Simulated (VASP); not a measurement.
**WSe2: equilibrium volume by level of theory**

```
CELL_PARAMETERS angstrom
3.29000 0.00000 0.00000
-1.64500 2.84922 0.00000
0.00000 0.00000 12.97000
ATOMIC_POSITIONS crystal
W 0.33333 0.66667 0.25000
W 0.66667 0.33333 0.75000
Se 0.33333 0.66667 0.62100
Se 0.66667 0.33333 0.12100
Se 0.33333 0.66667 0.87900
Se 0.66667 0.33333 0.37900
```

```csv
rung,level,program and potentials,cutoff (eV),k mesh,equilibrium volume (Å³/atom),notes
LDA,LDA,"VASP, LDA PAW files Se, W_sv, 600 eV",600,9 × 9 × 2,19.62,8.67 valence electrons an atom on average
GGA,PBE,"VASP, PBE PAW files Se, W, 300 eV",300,5 × 5 × 1,23.23,6 valence electrons an atom on average
GGA + dispersion,PBE+D3(BJ),"VASP, PBE PAW files Se, W_sv, 600 eV",600,9 × 9 × 2,19.88,8.67 valence electrons an atom on average
GGA,PBEsol,"VASP, PBE PAW files Se, W_sv, 600 eV",600,9 × 9 × 2,20.45,potentials made for PBE; 8.67 valence electrons an atom on average
non-local van der Waals functional,rev-vdW-DF2,"VASP, PBE PAW files Se, W_sv, 600 eV",600,9 × 9 × 2,20.63,potentials made for PBE; 8.67 valence electrons an atom on average
meta-GGA,r2SCAN,"VASP, PBE PAW files Se, W_sv, 600 eV",600,9 × 9 × 2,21.84,potentials made for PBE; 8.67 valence electrons an atom on average
meta-GGA + dispersion,r2SCAN+rVV10,"VASP, PBE PAW files Se, W_sv, 600 eV",600,9 × 9 × 2,20.78,potentials made for PBE; 8.67 valence electrons an atom on average
```

Task: relaxation of cell and atoms. All rows: no spin polarisation. Meshes differ between rows, which moves values too. Meshes are those of the run's cell of 6 atoms unless a note names another. Relaxations start from the cell shown or near it and stop with a little pressure left. Runs on faulty files, with rough fits or with known faults for this quantity aren't shown. No row holds spin-orbit coupling.

By rung: LDA 19.62; GGA 20.45 to 23.23; GGA + dispersion 19.88; non-local van der Waals functional 20.63; meta-GGA 21.84; meta-GGA + dispersion 20.78 (Å³/atom).
